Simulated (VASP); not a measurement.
Here is the system:

```yaml
crystal:
  lattice:
    - [0.00000, 3.54072, 3.54072]
    - [3.54072, 0.00000, 3.54072]
    - [3.54072, 3.54072, 0.00000]
  atoms:
    - { symbol: Sm, position: [0.00000, 0.00000, 0.00000] }
    - { symbol: Cu, position: [0.37631, 0.37631, 0.37631] }
    - { symbol: Cu, position: [0.87108, 0.37631, 0.37631] }
    - { symbol: Cu, position: [0.37631, 0.37631, 0.87108] }
    - { symbol: Cu, position: [0.37631, 0.87108, 0.37631] }
    - { symbol: Ag, position: [0.75000, 0.75000, 0.75000] }
```

Calculation: PBEsol GGA with spin-orbit coupling, VASP's PBE PAW potentials (set 64) (plane waves; VASP 6.6.1). Settings: 400 eV cut-off, 7×7×7 Γ-centred mesh, Gaussian smearing of 0.050 eV, potentials Sm_3 Cu Ag.

The 4f electrons are frozen in the core of the lanthanide potential, so 4f levels, which can set the real gap, and their magnetism are missing.

**Question.** Estimate the energy per atom (σ→0), band gap (over mesh and band path) with the smallest direct gap where there is one.

**Answer.** 
```json
{
  "band gap (over mesh and band path)": "none (metal, semimetal or under 0.01 eV)",
  "energy per atom (σ→0)": "-4.543 eV/atom"
}
```

The absolute energy has meaning only against runs of the same code, potentials and settings.

The structure comes from a computed database's SmCu4Ag entry (F-43m); how it stands against other phases isn't given here. It was relaxed first.
